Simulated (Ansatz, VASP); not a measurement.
# ZrB2: VASP beside Ansatz, part 2 of 2

Aim: how closely do two programs agree when they are given the same cell, functional and k mesh? The cell is taken from a series of runs on this material, whose earlier steps may have relaxed, scaled, displaced or heated it; both programs get it as it stands.

VASP 6.6.1 and Ansatz 0.2.0.

So far: The structure; Ansatz: zone-centre phonons, PBEsol.

## Step 3: VASP: zone-centre phonons, PBEsol

Level of this step: PBEsol; plane waves and PAW (B, Zr_sv) (VASP).

The same cell, functional, mesh and smearing now go to VASP, with its own data sets.

Lines of VASP's logs that name or quote its potential files are left out, and so is its time.

INCAR

```
SYSTEM = ZrB2
PREC = Accurate
ENCUT = 500
EDIFF = 1E-08
NELM = 120
ISMEAR = 1
SIGMA = 0.2
LREAL = .FALSE.
ALGO = Normal
GGA = PS
NBANDS = 15
LASPH = .TRUE.
LORBIT = 11
LWAVE = .FALSE.
LCHARG = .FALSE.
ISIF = 2
IBRION = 8
GGA_COMPAT = .FALSE.
KPAR = 2
```

POSCAR

```
ZrB2
1.0
    3.1347517652      0.0000000000      0.0000000000
   -1.5673758826      2.7147746633      0.0000000000
    0.0000000000      0.0000000000      3.4812593027
B Zr
2 1
Direct
    0.3333333333      0.6666666667      0.5000000000
    0.6666666667      0.3333333333      0.5000000000
    0.0000000000      0.0000000000      0.0000000000
```

KPOINTS

```
Automatic mesh
0
Gamma
15 15 12
0 0 0
```

Potentials, in the order of the species: B and Zr_sv (PBE family, release 64).

Launch:

```
mpirun -np 2 vasp_std
```

Numbers of over 12 decimals in the logs are rounded to 6 here.

Output:

```text
[banner, memory and clock lines left out]
running    2 mpi-ranks, on    1 nodes
 distrk:  each k-point on    1 cores,    2 groups
 distr:  one band on    1 cores,    1 groups

 POSCAR found type information on POSCAR B Zr
 POSCAR found :  2 types and       3 ions
|                                                                             |
|               ----> ADVICE to this user running VASP <----                  |
|                                                                             |
|     You enforced a specific xc type in the INCAR file but a different       |
|     [... a line on the potential file left out ...]
|     I HOPE YOU KNOW WHAT YOU ARE DOING!                                     |
|                                                                             |

 LDA part: xc-table for (Slater+PW92), standard interpolation
 POSCAR, INCAR and KPOINTS ok, starting setup
 FFT: planning ... GRIDC
 FFT: planning ... GRID_SOFT
 FFT: planning ... GRID
 WAVECAR not read
 entering main loop
       N       E                     dE             d eps       ncg     rms          rms(c)
DAV:   1     0.100327585715E+03    0.10033E+03   -0.96171E+03  5670   0.117E+03
DAV:   2    -0.248333546401E+02   -0.12516E+03   -0.12073E+03  7182   0.301E+02
DAV:   3    -0.289150112975E+02   -0.40817E+01   -0.40618E+01  8924   0.475E+01
DAV:   4    -0.289830575909E+02   -0.68046E-01   -0.68036E-01  6576   0.568E+00
DAV:   5    -0.289853145211E+02   -0.22569E-02   -0.22569E-02  8768   0.639E-01    0.241E+01
DAV:   6    -0.264449432826E+02    0.25404E+01   -0.57960E+00  7121   0.171E+01    0.101E+01
DAV:   7    -0.263940498754E+02    0.50893E-01   -0.71388E-01  8410   0.544E+00    0.349E+00
DAV:   8    -0.263948092604E+02   -0.75939E-03   -0.10537E-01  6886   0.281E+00    0.519E-01
DAV:   9    -0.263908401797E+02    0.39691E-02   -0.20834E-02  7141   0.114E+00    0.195E-01
DAV:  10    -0.263905345702E+02    0.30561E-03   -0.13546E-03  6714   0.354E-01    0.413E-02
DAV:  11    -0.263905374061E+02   -0.28358E-05   -0.67302E-05  7969   0.762E-02    0.127E-02
DAV:  12    -0.263905355891E+02    0.18170E-05   -0.33427E-06  7506   0.127E-02    0.537E-03
DAV:  13    -0.263905354245E+02    0.16453E-06   -0.56652E-07  8340   0.600E-03    0.199E-03
DAV:  14    -0.263905353613E+02    0.63190E-07   -0.37232E-08  6230   0.194E-03    0.442E-04
DAV:  15    -0.263905353333E+02    0.28019E-07   -0.36561E-09  3269   0.545E-04    0.122E-04
DAV:  16    -0.263905353271E+02    0.61916E-08   -0.10578E-09  3150   0.271E-04
   1 F= -.26390535E+02 E0= -.26390705E+02  d E =0.509471E-03
 Linear response reoptimize wavefunctions to high precision
DAV:   1    -0.263905353269E+02    0.24988E-09   -0.29108E-10  4116   0.118E-04
DAV:   2    -0.263905353269E+02   -0.15461E-10   -0.10503E-10  3059   0.560E-05
 Linear response DOF=           4
 Linear response progress:
  Degree of freedom:   1/  4
       N       E                     dE             d eps       ncg     rms          rms(c)
RMM:   1    -0.480328105584E-01   -0.48033E-01   -0.23794E-02 57797   0.106E+00
RMM:   2    -0.430253228559E-01    0.50075E-02   -0.22551E-03 47150   0.250E-01    0.145E-01
RMM:   3    -0.429586247833E-01    0.66698E-04   -0.67580E-04 44921   0.127E-01    0.723E-02
RMM:   4    -0.434224313008E-01   -0.46381E-03   -0.42967E-04 44076   0.100E-01    0.838E-03
RMM:   5    -0.434278941726E-01   -0.54629E-05   -0.51977E-05 52826   0.283E-02    0.229E-03
RMM:   6    -0.434288228908E-01   -0.92872E-06   -0.10050E-05 55952   0.101E-02    0.122E-03
RMM:   7    -0.434255517713E-01    0.32711E-05   -0.21374E-06 56005   0.465E-03    0.288E-04
RMM:   8    -0.434273516698E-01   -0.17999E-05   -0.40149E-07 58388   0.211E-03    0.156E-04
RMM:   9    -0.434269010317E-01    0.45064E-06    0.15284E-07 59125   0.974E-04    0.323E-05
RMM:  10    -0.434270541473E-01   -0.15312E-06   -0.32982E-08 58668   0.467E-04    0.255E-05
RMM:  11    -0.434269294260E-01    0.12472E-06    0.98937E-08 58791   0.232E-04    0.834E-06
RMM:  12    -0.434269201423E-01    0.92838E-08    0.20323E-08 59841   0.117E-04    0.523E-06
 first order change of Fermi-energy   0.18143E-04
 force on displaced ion       1 direction 1 : -16.766  -0.001   0.000
 Linear response progress:
  Degree of freedom:   2/  4
       N       E                     dE             d eps       ncg     rms          rms(c)
RMM:   1    -0.473974425621E-01   -0.47397E-01   -0.18069E-03 20224   0.112E+00
RMM:   2    -0.447689573327E-01    0.26285E-02   -0.18557E-03 16265   0.246E-01    0.118E-01
RMM:   3    -0.447104304136E-01    0.58527E-04   -0.90723E-04 15871   0.144E-01    0.545E-02
RMM:   4    -0.450836999091E-01   -0.37327E-03   -0.34379E-04 16764   0.907E-02    0.121E-02
RMM:   5    -0.451527246341E-01   -0.69025E-04   -0.54338E-05 18302   0.341E-02    0.385E-03
RMM:   6    -0.451636729261E-01   -0.10948E-04   -0.12292E-05 19311   0.133E-02    0.791E-04
RMM:   7    -0.451569069389E-01    0.67660E-05   -0.25988E-06 19620   0.569E-03    0.252E-04
RMM:   8    -0.451576716995E-01   -0.76476E-06   -0.16260E-06 19598   0.274E-03    0.135E-04
RMM:   9    -0.451567894016E-01    0.88230E-06   -0.14474E-06 19507   0.140E-03    0.996E-05
RMM:  10    -0.451573195749E-01   -0.53017E-06   -0.68196E-07 19764   0.756E-04    0.938E-06
RMM:  11    -0.451573231287E-01   -0.35538E-08   -0.43331E-07 21054   0.371E-04    0.127E-05
RMM:  12    -0.451573196271E-01    0.35016E-08   -0.19166E-07 20756   0.185E-04    0.834E-06
RMM:  13    -0.451573104997E-01    0.91274E-08   -0.10580E-07 20640   0.956E-05    0.554E-06
RMM:  14    -0.451573238454E-01   -0.13346E-07   -0.44971E-08 20628   0.504E-05    0.313E-06
RMM:  15    -0.451573259013E-01   -0.20558E-08   -0.24085E-08 20182   0.276E-05    0.169E-06
 first order change of Fermi-energy  -0.78465E-04
 force on displaced ion       1 direction 3 :   0.000  -0.000 -10.822
 Linear response progress:
  Degree of freedom:   3/  4
       N       E                     dE             d eps       ncg     rms          rms(c)
RMM:   1    -0.682697734195E+00   -0.68270E+00    0.30021E+00 15532   0.150E+01
RMM:   2    -0.626147772704E+00    0.56550E-01   -0.18604E-01 21352   0.281E+00    0.179E-01
RMM:   3    -0.627473695141E+00   -0.13259E-02   -0.32032E-02 25574   0.858E-01    0.576E-02
RMM:   4    -0.629057658831E+00   -0.15840E-02   -0.56995E-03 31623   0.302E-01    0.306E-02
RMM:   5    -0.629520827395E+00   -0.46317E-03   -0.94059E-04 31572   0.115E-01    0.180E-02
RMM:   6    -0.629495780831E+00    0.25047E-04   -0.14023E-04 31477   0.520E-02    0.490E-03
RMM:   7    -0.629477769049E+00    0.18012E-04   -0.38380E-05 32683   0.248E-02    0.352E-03
RMM:   8    -0.629471237180E+00    0.65319E-05   -0.31388E-05 32903   0.137E-02    0.971E-04
RMM:   9    -0.629476272459E+00   -0.50353E-05   -0.47790E-06 33551   0.819E-03    0.854E-05
RMM:  10    -0.629477195710E+00   -0.92325E-06   -0.48235E-06 34640   0.518E-03    0.178E-04
RMM:  11    -0.629477887795E+00   -0.69208E-06   -0.32530E-06 34841   0.365E-03    0.202E-04
RMM:  12    -0.629473803895E+00    0.40839E-05   -0.25684E-06 32963   0.282E-03    0.248E-04
RMM:  13    -0.629479050946E+00   -0.52471E-05   -0.18101E-06 30460   0.237E-03    0.179E-04
RMM:  14    -0.629481266057E+00   -0.22151E-05   -0.14843E-06 34110   0.178E-03    0.918E-05
[...]
RMM:  23    -0.629486517375E+00   -0.64396E-07   -0.22067E-07 30053   0.429E-04    0.375E-05
RMM:  24    -0.629486508439E+00    0.89359E-08   -0.18393E-07 27813   0.380E-04    0.447E-05
RMM:  25    -0.629486556270E+00   -0.47831E-07   -0.15383E-07 26793   0.339E-04    0.496E-05
RMM:  26    -0.629486555839E+00    0.43023E-09   -0.13305E-07 24089   0.303E-04    0.551E-05
RMM:  27    -0.629486592992E+00   -0.37153E-07   -0.11492E-07 25367   0.273E-04    0.589E-05
RMM:  28    -0.629486586465E+00    0.65265E-08   -0.10086E-07 20508   0.245E-04    0.635E-05
RMM:  29    -0.629486612399E+00   -0.25934E-07   -0.86246E-08 20970   0.221E-04    0.668E-05
RMM:  30    -0.629486623435E+00   -0.11036E-07   -0.75258E-08 20846   0.200E-04    0.700E-05
 first order change of Fermi-energy   0.10050E-03
 force on displaced ion       3 direction 1 : -14.532  -0.000   0.000
 Linear response progress:
  Degree of freedom:   4/  4
       N       E                     dE             d eps       ncg     rms          rms(c)
RMM:   1    -0.758963477233E+00   -0.75896E+00    0.26943E+00  6620   0.148E+01
RMM:   2    -0.701366205225E+00    0.57597E-01   -0.16023E-01  8836   0.267E+00    0.204E-01
RMM:   3    -0.704632194715E+00   -0.32660E-02   -0.35708E-02 10342   0.799E-01    0.650E-02
RMM:   4    -0.706987002421E+00   -0.23548E-02   -0.67570E-03 12030   0.284E-01    0.365E-02
RMM:   5    -0.707265720564E+00   -0.27872E-03   -0.11295E-03 12683   0.104E-01    0.253E-02
RMM:   6    -0.707087951330E+00    0.17777E-03   -0.12179E-04 12614   0.490E-02    0.572E-03
RMM:   7    -0.707145804543E+00   -0.57853E-04   -0.34872E-05 12937   0.213E-02    0.226E-03
RMM:   8    -0.707147257306E+00   -0.14528E-05   -0.17762E-05 13479   0.108E-02    0.795E-04
RMM:   9    -0.707150723312E+00   -0.34660E-05   -0.11526E-05 13713   0.634E-03    0.680E-04
RMM:  10    -0.707151215311E+00   -0.49200E-06   -0.87481E-06 13558   0.440E-03    0.533E-05
RMM:  11    -0.707152005522E+00   -0.79021E-06   -0.47942E-06 14111   0.301E-03    0.298E-05
RMM:  12    -0.707152607099E+00   -0.60158E-06   -0.45199E-06 14008   0.223E-03    0.687E-05
RMM:  13    -0.707151568465E+00    0.10386E-05   -0.27219E-06 13197   0.172E-03    0.132E-04
RMM:  14    -0.707153762656E+00   -0.21942E-05   -0.23579E-06 12724   0.141E-03    0.361E-05
RMM:  15    -0.707154351474E+00   -0.58882E-06   -0.16629E-06 14116   0.107E-03    0.343E-05
RMM:  16    -0.707154291339E+00    0.60135E-07   -0.13248E-06 13660   0.846E-04    0.441E-05
RMM:  17    -0.707153933590E+00    0.35775E-06   -0.97549E-07 12967   0.701E-04    0.739E-05
RMM:  18    -0.707154116853E+00   -0.18326E-06   -0.77276E-07 13637   0.563E-04    0.781E-05
RMM:  19    -0.707153720870E+00    0.39598E-06   -0.59217E-07 11921   0.474E-04    0.976E-05
RMM:  20    -0.707153915589E+00   -0.19472E-06   -0.46118E-07 12405   0.387E-04    0.982E-05
RMM:  21    -0.707153955431E+00   -0.39842E-07   -0.35658E-07 13558   0.319E-04    0.101E-04
RMM:  22    -0.707154085127E+00   -0.12970E-06   -0.29314E-07 12022   0.272E-04    0.103E-04
 first order change of Fermi-energy   0.11126E-03
 force on displaced ion       3 direction 3 :   0.000  -0.000 -16.132
 Linear response finished
```

Parts of OUTCAR (step 3):

```text
ion  position               nearest neighbor table
   1  0.333  0.667  0.500-   2 1.81   2 1.81   2 1.81   3 2.51   3 2.51   3 2.51   3 2.51   3 2.51
                             3 2.51
   2  0.667  0.333  0.500-   1 1.81   1 1.81   1 1.81   3 2.51   3 2.51   3 2.51   3 2.51   3 2.51
                             3 2.51
   3  0.000  0.000  0.000-   1 2.51   2 2.51   1 2.51   2 2.51   2 2.51   2 2.51   1 2.51   1 2.51
                             2 2.51   2 2.51   1 2.51   1 2.51

  LATTYP: Found a hexagonal cell.
 ALAT       =     3.1347517652
 C/A-ratio  =     1.1105374726

 Subroutine GETGRP returns: Found 24 space group operations
 (whereof 24 operations were pure point group operations)

The static configuration has the point symmetry D_6h.

 Found    189 irreducible k-points:

   k-points           NKPTS =    189   k-points in BZ     NKDIM =    189   number of bands    NBANDS=     15

   dimension x,y,z NGX =    24 NGY =   24 NGZ =   28
   dimension x,y,z NGXF=    48 NGYF=   48 NGZF=   56

   ENCUT  =  500.0 eV  36.75 Ry    6.06 a.u.   5.72  5.72  6.35*2*pi/ulx,y,z

   NELECT =      18.0000    total number of electrons

 k-points in reciprocal lattice and weights: Automatic mesh
   0.00000000  0.00000000  0.00000000       0.000
   0.06666667  0.00000000  0.00000000       0.002
   0.13333333  0.00000000  0.00000000       0.002
   0.20000000  0.00000000  0.00000000       0.002
   0.26666667  0.00000000  0.00000000       0.002
   0.33333333  0.00000000  0.00000000       0.002
   0.40000000  0.00000000  0.00000000       0.002
   0.46666667  0.00000000  0.00000000       0.002
   0.06666667  0.06666667  0.00000000       0.002
[...]
0.33333333  0.26666667  0.50000000       0.004
   0.33333333  0.33333333  0.50000000       0.001

 average (electrostatic) potential at core
       1 -21.6277       2 -21.6277       3 -71.9988

  Total        1.0370137      1.0370137      1.0314116      0.0000000     -0.0000000      0.0000000
  in kB       56.0817756     56.0817756     55.7788153      0.0000000     -0.0000000      0.0000000
  external PRESSURE =      55.9807889 kB  Pullay stress =       0.0000000 kB

  energy-cutoff  :      500.00
  volume of cell :       29.63
      direct lattice vectors                 reciprocal lattice vectors
     3.134751765  0.000000000  0.000000000     0.319004526  0.184177349  0.000000000
    -1.567375883  2.714774663  0.000000000     0.000000000  0.368354698  0.000000000
     0.000000000  0.000000000  3.481259303     0.000000000  0.000000000  0.287252374

 POSITION                                       TOTAL-FORCE (eV/Angst)
 -----------------------------------------------------------------------------------
     -0.00000      1.80985      1.74063         0.000000      0.000000      0.000000
      1.56738      0.90492      1.74063        -0.000000     -0.000000      0.000000
      0.00000      0.00000      0.00000         0.000000      0.000000      0.000000
 -----------------------------------------------------------------------------------
    total drift:                               -0.000000      0.000000      0.000000

 Eigenvectors and eigenvalues of the dynamical matrix
 ----------------------------------------------------

   1 f  =   24.371614 THz   153.131366 2PiTHz  812.949532 cm-1   100.792851 meV
             X         Y         Z           dx          dy          dz
     -0.000000  1.809850  1.740630     0.000000    0.707107    0.000000
      1.567376  0.904925  1.740630    -0.000000   -0.707107   -0.000000
      0.000000  0.000000  0.000000    -0.000000   -0.000000    0.000000

   2 f  =   24.371614 THz   153.131366 2PiTHz  812.949532 cm-1   100.792851 meV
             X         Y         Z           dx          dy          dz
     -0.000000  1.809850  1.740630    -0.707107    0.000000   -0.000000
      1.567376  0.904925  1.740630     0.707107   -0.000000   -0.000000
      0.000000  0.000000  0.000000     0.000000    0.000000    0.000000

   3 f  =   17.531488 THz   110.153587 2PiTHz  584.787489 cm-1    72.504375 meV
             X         Y         Z           dx          dy          dz
     -0.000000  1.809850  1.740630     0.000000    0.000000    0.707107
      1.567376  0.904925  1.740630     0.000000    0.000000   -0.707107
      0.000000  0.000000  0.000000    -0.000000   -0.000000    0.000000

   4 f  =   15.005948 THz    94.285151 2PiTHz  500.544542 cm-1    62.059586 meV
             X         Y         Z           dx          dy          dz
     -0.000000  1.809850  1.740630     0.000000    0.000000    0.635635
      1.567376  0.904925  1.740630     0.000000   -0.000000    0.635635
      0.000000  0.000000  0.000000     0.000000    0.000000   -0.438105

   5 f  =   14.248168 THz    89.523880 2PiTHz  475.267730 cm-1    58.925662 meV
             X         Y         Z           dx          dy          dz
     -0.000000  1.809850  1.740630     0.000001   -0.635699    0.000000
      1.567376  0.904925  1.740630     0.000001   -0.635699   -0.000000
      0.000000  0.000000  0.000000    -0.000001    0.437919    0.000000

   6 f  =   14.248168 THz    89.523880 2PiTHz  475.267730 cm-1    58.925662 meV
             X         Y         Z           dx          dy          dz
     -0.000000  1.809850  1.740630     0.635699    0.000001   -0.000000
      1.567376  0.904925  1.740630     0.635699    0.000001    0.000000
      0.000000  0.000000  0.000000    -0.437919   -0.000001    0.000000

   7 f/i=    0.003012 THz     0.018924 2PiTHz    0.100462 cm-1     0.012456 meV
             X         Y         Z           dx          dy          dz
     -0.000000  1.809850  1.740630     0.235487   -0.201078   -0.000000
      1.567376  0.904925  1.740630     0.235487   -0.201078    0.000000
      0.000000  0.000000  0.000000     0.683683   -0.583785    0.000000

   8 f/i=    0.003012 THz     0.018924 2PiTHz    0.100462 cm-1     0.012456 meV
             X         Y         Z           dx          dy          dz
     -0.000000  1.809850  1.740630     0.201078    0.235487   -0.000000
      1.567376  0.904925  1.740630     0.201078    0.235487    0.000000
      0.000000  0.000000  0.000000     0.583785    0.683683    0.000000

   9 f/i=    0.006292 THz     0.039536 2PiTHz    0.209888 cm-1     0.026023 meV
             X         Y         Z           dx          dy          dz
     -0.000000  1.809850  1.740630     0.000000    0.000000   -0.309787
      1.567376  0.904925  1.740630     0.000000    0.000000   -0.309787
      0.000000  0.000000  0.000000    -0.000000    0.000000   -0.898924

 ELASTIC MODULI CONTR FROM IONIC RELAXATION (kBar)
 Direction    XX          YY          ZZ          XY          YZ          ZX
 --------------------------------------------------------------------------------
 XX          -6.2934      6.2934      0.0000     -0.0000      0.0000      0.0000
 YY           6.2934     -6.2934     -0.0000      0.0000     -0.0000      0.0000
 ZZ           0.0000     -0.0000     -0.0000      0.0000     -0.0000      0.0000
 XY          -0.0000      0.0000      0.0000     -6.2934      0.0000      0.0000
 YZ           0.0000     -0.0000     -0.0000      0.0000     -0.0000      0.0000
 ZX           0.0000      0.0000      0.0000      0.0000      0.0000      0.0000
 --------------------------------------------------------------------------------
```

## Step 4: Side by side

Known differences besides the potentials themselves: the cutoff is 420 eV in Ansatz and 500 eV in VASP; Ansatz makes its cores anew for this functional, VASP keeps those of its PBE data sets. Total energies have different zeros and are not compared.

The two programs side by side:

```csv
quantity,Ansatz,VASP,difference
optical mode 1 to 2 (cm⁻¹),474.6,475.3,-0.14 %
optical mode 3 (cm⁻¹),498.8,500.5,-0.34 %
optical mode 4 (cm⁻¹),584.4,584.8,-0.07 %
optical mode 5 to 6 (cm⁻¹),810.2,812.9,-0.33 %
```

Modes are paired by rising frequency, not by their patterns, so a pair may set unlike modes beside each other; they are those without the splitting of longitudinal modes.

## Step 5: Results

```yaml
r_m_s_difference_of_the_optical_zone_centre_modes_each_program_s_sorted_by_frequency_zone_centre_phonons_pbesol: 1.8 cm⁻¹
```

**Reading.** The r.m.s. difference of the optical zone-centre modes, each program's sorted by frequency is 1.8 cm⁻¹ (zone-centre phonons, PBEsol). How closely two codes agree says nothing of how well the functional describes the real material.

[Lines on the potential files, build, host, timing and source positions are cut from VASP's logs without a mark.]

[Logs are printed without paths, hosts, clocks, repeated set-up lines and the standing remarks that a program may print on its own settings, such as how far it seeks lower states.]

[Hosts, paths, dates, database ids (printed as entryN), source tags and the programs' standing remarks are cut or masked in the printed files.]
